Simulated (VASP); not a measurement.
The input files of a VASP run:

**KPOINTS**
```
Automatic mesh
0
Gamma
3 3 2
0 0 0
```

POSCAR:
```
Dy
1
    3.3920115000    -5.8751358807     0.0000000000
    3.3920115000     5.8751358807     0.0000000000
    0.0000000000     0.0000000000    10.6768050000
Dy
2
Direct
  0.3333330000   0.6666670000   0.2500000000
  0.6666670000   0.3333330000   0.7500000000
```

**INCAR**
```
SYSTEM = Dy
PREC = Accurate
ENCUT = 400
EDIFF = 1E-6
NELM = 100
ALGO = Normal
LREAL = .FALSE.
LASPH = .TRUE.
ISMEAR = 1
SIGMA = 0.1
GGA = PE
LMAXMIX = 6
LWAVE = .FALSE.
LCHARG = .FALSE.
ISIF = 2
```

POTCAR, in this order: Dy_3 (PBE.64 set). Program: vasp_std.

### Question
Does this input run properly? What does VASP do?

### Answer
There is a fault: the lattice was typed in bohr, and VASP reads ångström. The run ends without an error. Against the sound run, the energy per atom (σ→0) increases by 4.254 eV/atom; the pressure falls by 0.82 GPa; the volume rises by 570 %.

**standard output**
```
...
DAV:  24    -0.572401982471E+00   -0.16200E-03   -0.15653E-03   216   0.466E-02    0.881E-03
DAV:  25    -0.572537679293E+00   -0.13570E-03   -0.13332E-03   168   0.252E-02    0.102E-02
DAV:  26    -0.572666292336E+00   -0.12861E-03   -0.12565E-03   168   0.286E-02    0.102E-02
DAV:  27    -0.572782539321E+00   -0.11625E-03   -0.11266E-03   168   0.236E-02    0.106E-02
DAV:  28    -0.572874229755E+00   -0.91690E-04   -0.97011E-04   216   0.278E-02    0.152E-02
DAV:  29    -0.572979629641E+00   -0.10540E-03   -0.97429E-04   216   0.283E-02    0.869E-03
DAV:  30    -0.573067791161E+00   -0.88162E-04   -0.85503E-04   168   0.237E-02    0.873E-03
DAV:  31    -0.573151592339E+00   -0.83801E-04   -0.82463E-04   176   0.187E-02    0.816E-03
DAV:  32    -0.573225930530E+00   -0.74338E-04   -0.73632E-04   168   0.215E-02    0.873E-03
DAV:  33    -0.573290402860E+00   -0.64472E-04   -0.63753E-04   168   0.130E-02    0.106E-02
DAV:  34    -0.573352580725E+00   -0.62178E-04   -0.61155E-04   168   0.164E-02    0.124E-02
DAV:  35    -0.573409169309E+00   -0.56589E-04   -0.55903E-04   168   0.132E-02    0.131E-02
DAV:  36    -0.573457446811E+00   -0.48278E-04   -0.48950E-04   168   0.149E-02    0.121E-02
DAV:  37    -0.573500000714E+00   -0.42554E-04   -0.43516E-04   168   0.127E-02    0.115E-02
DAV:  38    -0.573535606615E+00   -0.35606E-04   -0.36405E-04   168   0.107E-02    0.108E-02
DAV:  39    -0.573571393940E+00   -0.35787E-04   -0.35558E-04   168   0.762E-03    0.116E-02
DAV:  40    -0.573604216874E+00   -0.32823E-04   -0.32808E-04   168   0.114E-02    0.120E-02
DAV:  41    -0.573631002828E+00   -0.26786E-04   -0.27110E-04   168   0.736E-03    0.127E-02
DAV:  42    -0.573654395363E+00   -0.23393E-04   -0.23374E-04   168   0.829E-03    0.130E-02
DAV:  43    -0.573675483681E+00   -0.21088E-04   -0.20996E-04   168   0.592E-03    0.138E-02
DAV:  44    -0.573692272066E+00   -0.16788E-04   -0.16781E-04   163   0.664E-03    0.142E-02
DAV:  45    -0.573715445934E+00   -0.23174E-04   -0.23321E-04   168   0.435E-03    0.147E-02
DAV:  46    -0.573730398363E+00   -0.14952E-04   -0.14899E-04   158   0.782E-03    0.146E-02
DAV:  47    -0.573741722270E+00   -0.11324E-04   -0.11335E-04   168   0.392E-03    0.149E-02
DAV:  48    -0.573751036440E+00   -0.93142E-05   -0.86500E-05   163   0.507E-03    0.164E-02
DAV:  49    -0.573759240784E+00   -0.82043E-05   -0.85155E-05   168   0.270E-03    0.161E-02
DAV:  50    -0.573766104800E+00   -0.68640E-05   -0.68623E-05   158   0.404E-03    0.164E-02
DAV:  51    -0.573772815989E+00   -0.67112E-05   -0.57780E-05   168   0.332E-03    0.169E-02
DAV:  52    -0.573778297331E+00   -0.54813E-05   -0.49953E-05   168   0.403E-03    0.178E-02
DAV:  53    -0.573782608538E+00   -0.43112E-05   -0.42140E-05   168   0.205E-03    0.181E-02
DAV:  54    -0.573785634445E+00   -0.30259E-05   -0.34776E-05   168   0.282E-03    0.170E-02
DAV:  55    -0.573788748503E+00   -0.31141E-05   -0.31041E-05   163   0.218E-03    0.163E-02
DAV:  56    -0.573788790424E+00   -0.41921E-07   -0.30218E-05   168   0.687E-03    0.116E-02
DAV:  57    -0.573791009399E+00   -0.22190E-05   -0.24476E-05   168   0.398E-03    0.113E-02
DAV:  58    -0.573792954993E+00   -0.19456E-05   -0.21092E-05   168   0.339E-03    0.112E-02
DAV:  59    -0.573794737684E+00   -0.17827E-05   -0.18115E-05   168   0.247E-03    0.111E-02
DAV:  60    -0.573796327851E+00   -0.15902E-05   -0.15963E-05   168   0.221E-03    0.112E-02
DAV:  61    -0.573797855961E+00   -0.15281E-05   -0.14576E-05   168   0.244E-03    0.111E-02
DAV:  62    -0.573799837794E+00   -0.19818E-05   -0.12726E-05   163   0.298E-03    0.121E-02
DAV:  63    -0.573800985578E+00   -0.11478E-05   -0.10857E-05   153   0.245E-03    0.122E-02
DAV:  64    -0.573802015438E+00   -0.10299E-05   -0.92940E-06   153   0.169E-03    0.124E-02
DAV:  65    -0.573802188879E+00   -0.17344E-06   -0.80549E-06   153   0.204E-03

 -----------------------------------------------------------------------------
|                                                                             |
|               ----> ADVICE to this user running VASP <----                  |
|                                                                             |
|     Your highest band is occupied at some k-points! Unless you are          |
|     performing a calculation for an insulator or semiconductor, without     |
|     unoccupied bands, you have included TOO FEW BANDS!! Please increase     |
|     the parameter NBANDS in file INCAR to ensure that the highest band      |
|     is unoccupied at all k-points. It is always recommended to include      |
|     a few unoccupied bands to accelerate the convergence of                 |
|     molecular-dynamics runs (even for insulators or semiconductors),        |
|     since the presence of unoccupied bands improves wavefunction            |
|     prediction and helps to suppress 'band-crossings'.                      |
|                                                                             |
 -----------------------------------------------------------------------------

   1 F= -.57380219E+00 E0= -.56157330E+00  d E =-.366867E-01
```

OUTCAR:
```
------------------------ aborting loop because EDIFF is reached ----------------------------------------
  FORCE on cell =-STRESS in cart. coord.  units (eV):
  Direction    XX          YY          ZZ          XY          YZ          ZX
  --------------------------------------------------------------------------------------
  Total       -1.3435105     -1.3435104     -1.5272186      0.0000000     -0.0000000      0.0000000
  in kB       -5.0583063     -5.0583056     -5.7499658      0.0000000     -0.0000000      0.0000000
  external PRESSURE =      -5.2888592 kB  Pullay stress =       0.0000000 kB
  volume of cell :      425.55
      direct lattice vectors                 reciprocal lattice vectors
     3.392011500 -5.875135881  0.000000000     0.147405161 -0.085104415  0.000000000
     3.392011500  5.875135881  0.000000000     0.147405161  0.085104415  0.000000000
     0.000000000  0.000000000 10.676805000     0.000000000  0.000000000  0.093660978
 POSITION                                       TOTAL-FORCE (eV/Angst)
 -----------------------------------------------------------------------------------
      3.39201      1.95838      2.66920         0.000000     -0.000000      0.000000
      3.39201     -1.95838      8.00760        -0.000000      0.000000      0.000000
 -----------------------------------------------------------------------------------
    total drift:                               -0.000000      0.000244     -0.000003
  FREE ENERGIE OF THE ION-ELECTRON SYSTEM (eV)
  ---------------------------------------------------
  free  energy   TOTEN  =        -0.5738021889 eV

  energy  without entropy=       -0.5371155275  energy(sigma->0) =       -0.56157330
```
(Selected blocks of OUTCAR.)

To mend it, correct POSCAR, correct KPOINTS.
**POSCAR**
```
Dy
1
    1.7950000000    -3.1090310000     0.0000000000
    1.7950000000     3.1090310000     0.0000000000
    0.0000000000     0.0000000000     5.6500000000
Dy
2
Direct
  0.3333330000   0.6666670000   0.2500000000
  0.6666670000   0.3333330000   0.7500000000
```
File KPOINTS:
```
Automatic mesh
0
Gamma
9 9 5
0 0 0
```
The mended run (PBE GGA, plane waves, VASP's PBE PAW potentials (set 64)) converges, and its OSZICAR ends with
```
   1 F= -.90676329E+01 E0= -.90686603E+01  d E =0.308210E-02
```

The compound is Dy in the hcp structure. The cell was not relaxed at this level. VASP warned that the highest band is occupied, so more bands are needed. The 4f electrons are frozen in the core of the lanthanide potential, so 4f levels, which can set the real gap, and their magnetism are missing.
